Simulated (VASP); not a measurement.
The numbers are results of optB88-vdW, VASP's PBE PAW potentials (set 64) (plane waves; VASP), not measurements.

A VASP calculation is set up with these files.

File KPOINTS:
```
kpoints
0
G
 11 11 11
```

INCAR:
```
SYSTEM  =  Na
PREC  =  Accurate; ENCUT  =  520; LREAL  =  F
LASPH  =  T
EDIFF  =  1E-6; NELM  =  100; ALGO  =  Normal
ISMEAR  =  1; SIGMA  =  0.1
GGA  =  BO; LUSE_VDW  =  T; AGGAC  =  0.0
PARAM1  =  0.1833333333; PARAM2  =  0.22
IBRION  =  2; NSW  =  60; ISIF  =  3
EDIFFG  =  -0.01
LWAVE  =  F; LCHARG  =  F
```

### POSCAR
```
Na
1.0
 -2.1300000000   2.1300000000   2.1300000000
  2.1300000000  -2.1300000000   2.1300000000
  2.1300000000   2.1300000000  -2.1300000000
Na
1
direct
  0.0000000000   0.0000000000   0.0000000000
```

POTCAR, in this order: Na_pv (PBE.64 set). Program: vasp_std.

The resulting files:

File OUTCAR:
```
 ion  position               nearest neighbor table
   1  0.000  0.000  0.000-
  LATTYP: Found a body centered cubic cell.
 ALAT       =     4.2600000000
 Subroutine PRICEL returns:
 Original cell was already a primitive cell.
 Subroutine GETGRP returns: Found 48 space group operations
The static configuration has the point symmetry O_h .
The dynamic configuration has the point symmetry O_h .
 Subroutine INISYM returns: Found 48 space group operations
 Subroutine IBZKPT returns following result:
 Found     56 irreducible k-points:

 Following reciprocal coordinates:
            Coordinates               Weight
  0.000000  0.000000  0.000000      1.000000
  0.090909  0.000000  0.000000     12.000000
  0.181818  0.000000  0.000000     12.000000
  0.272727  0.000000  0.000000     12.000000
  0.363636  0.000000  0.000000     12.000000
  0.454545  0.000000  0.000000     12.000000
  0.090909  0.090909  0.000000     24.000000
  0.181818  0.090909  0.000000     48.000000
  0.272727  0.090909  0.000000     48.000000
  0.363636  0.090909  0.000000     48.000000
...
```

### OSZICAR
```
       N       E                     dE             d eps       ncg     rms          rms(c)
DAV:   1     0.229493080697E+02    0.22949E+02   -0.38999E+03   784   0.815E+02
DAV:   2     0.134696414094E+01   -0.21602E+02   -0.21596E+02   812   0.139E+02
DAV:   3     0.927206860683E+00   -0.41976E+00   -0.41976E+00  1064   0.281E+01
DAV:   4     0.923636218372E+00   -0.35706E-02   -0.35706E-02   994   0.224E+00
DAV:   5     0.923592376836E+00   -0.43842E-04   -0.43842E-04   973   0.206E-01    0.172E-01
DAV:   6     0.922500652849E+00   -0.10917E-02   -0.71753E-04   889   0.251E-01    0.116E-01
DAV:   7     0.920961574380E+00   -0.15391E-02   -0.40241E-03   805   0.465E-01    0.122E-02
DAV:   8     0.920908892428E+00   -0.52682E-04   -0.71248E-05   903   0.859E-02    0.596E-03
DAV:   9     0.920884489119E+00   -0.24403E-04   -0.74467E-05   791   0.444E-02    0.924E-04
DAV:  10     0.920884253958E+00   -0.23516E-06   -0.81831E-07   861   0.102E-02
   1 F= 0.92088425E+00 E0= 0.92099492E+00  d E =0.920884E+00
       N       E                     dE             d eps       ncg     rms          rms(c)
DAV:   1     0.906052486504E+00   -0.14832E-01   -0.40693E-01   784   0.142E+01    0.779E-01
DAV:   2     0.915835251671E+00    0.97828E-02   -0.12257E-02   784   0.242E+00    0.390E-01
DAV:   3     0.918709752661E+00    0.28745E-02   -0.54043E-03   798   0.154E+00    0.416E-02
DAV:   4     0.918908073809E+00    0.19832E-03   -0.18659E-04   784   0.328E-01    0.286E-03
DAV:   5     0.918909973729E+00    0.18999E-05   -0.27911E-06   812   0.385E-02    0.125E-03
DAV:   6     0.918910051495E+00    0.77766E-07   -0.51734E-07   469   0.145E-02
   2 F= 0.91891005E+00 E0= 0.91902423E+00  d E =-.197420E-02
       N       E                     dE             d eps       ncg     rms          rms(c)
DAV:   1     0.796565152229E+00   -0.12234E+00   -0.36472E+00   784   0.416E+01    0.239E+00
DAV:   2     0.887844310964E+00    0.91279E-01   -0.11981E-01   784   0.760E+00    0.119E+00
DAV:   3     0.914323784583E+00    0.26479E-01   -0.47984E-02   798   0.461E+00    0.139E-01
DAV:   4     0.916191894388E+00    0.18681E-02   -0.14310E-03   784   0.918E-01    0.829E-03
DAV:   5     0.916218788383E+00    0.26894E-04   -0.61713E-05   910   0.185E-01    0.415E-03
DAV:   6     0.916218820804E+00    0.32421E-07   -0.31723E-06   791   0.233E-02
   3 F= 0.91621882E+00 E0= 0.91634243E+00  d E =-.466543E-02
       N       E                     dE             d eps       ncg     rms          rms(c)
DAV:   1     0.911296742466E+00   -0.49220E-02   -0.15955E-01   784   0.902E+00    0.485E-01
DAV:   2     0.915094021944E+00    0.37973E-02   -0.47579E-03   784   0.152E+00    0.243E-01
DAV:   3     0.916221706017E+00    0.11277E-02   -0.21235E-03   798   0.970E-01    0.256E-02
DAV:   4     0.916298854156E+00    0.77148E-04   -0.75793E-05   784   0.210E-01    0.184E-03
DAV:   5     0.916299508282E+00    0.65413E-06   -0.77186E-07   413   0.216E-02
   4 F= 0.91629951E+00 E0= 0.91642485E+00  d E =-.458475E-02
       N       E                     dE             d eps       ncg     rms          rms(c)
DAV:   1     0.914342270830E+00   -0.19566E-02   -0.60900E-02   784   0.564E+00    0.297E-01
DAV:   2     0.915762537918E+00    0.14203E-02   -0.17394E-03   784   0.918E-01    0.149E-01
DAV:   3     0.916193469754E+00    0.43093E-03   -0.81220E-04   798   0.599E-01    0.149E-02
DAV:   4     0.916223787610E+00    0.30318E-04   -0.31186E-05   784   0.134E-01    0.125E-03
DAV:   5     0.916224010404E+00    0.22279E-06   -0.18165E-07   413   0.986E-03
   5 F= 0.91622401E+00 E0= 0.91634829E+00  d E =-.466024E-02
```

### OUTCAR
```
------------------------ aborting loop because EDIFF is reached ----------------------------------------
  FORCE on cell =-STRESS in cart. coord.  units (eV):
  Direction    XX          YY          ZZ          XY          YZ          ZX
  --------------------------------------------------------------------------------------
  Total       -0.0031413     -0.0031413     -0.0031413      0.0000000      0.0000000      0.0000000
  in kB       -0.1405974     -0.1405974     -0.1405974      0.0000000      0.0000000      0.0000000
  external PRESSURE =      -0.1405974 kB  Pullay stress =       0.0000000 kB
  volume of cell :       35.80
      direct lattice vectors                 reciprocal lattice vectors
    -2.076165219  2.076165219  2.076165219     0.000000000  0.240828618  0.240828618
     2.076165219 -2.076165219  2.076165219     0.240828618  0.000000000  0.240828618
     2.076165219  2.076165219 -2.076165219     0.240828618  0.240828618  0.000000000
 POSITION                                       TOTAL-FORCE (eV/Angst)
 -----------------------------------------------------------------------------------
      0.00000      0.00000      0.00000        -0.000000      0.000000      0.000000
 -----------------------------------------------------------------------------------
    total drift:                                0.000000     -0.000000      0.000000
  FREE ENERGIE OF THE ION-ELECTRON SYSTEM (eV)
  ---------------------------------------------------
  free  energy   TOTEN  =         0.9162240104 eV

  energy  without entropy=        0.9165968567  energy(sigma->0) =        0.91634829

 reached required accuracy - stopping structural energy minimisation
```
(Selected blocks of OUTCAR.)

CONTCAR:
```
Na
   1.00000000000000
    -2.0761652194050533    2.0761652194050533    2.0761652194050533
     2.0761652194050533   -2.0761652194050533    2.0761652194050533
     2.0761652194050533    2.0761652194050533   -2.0761652194050533
  Na
     1
Direct
     0.0000000000000000    0.0000000000000000    0.0000000000000000
```

Energy and stress use the plane-wave basis of the starting cell.

The compound is Na in the bcc structure. This run relaxes it. Symmetry was kept, so distortions that lower it aren't found.
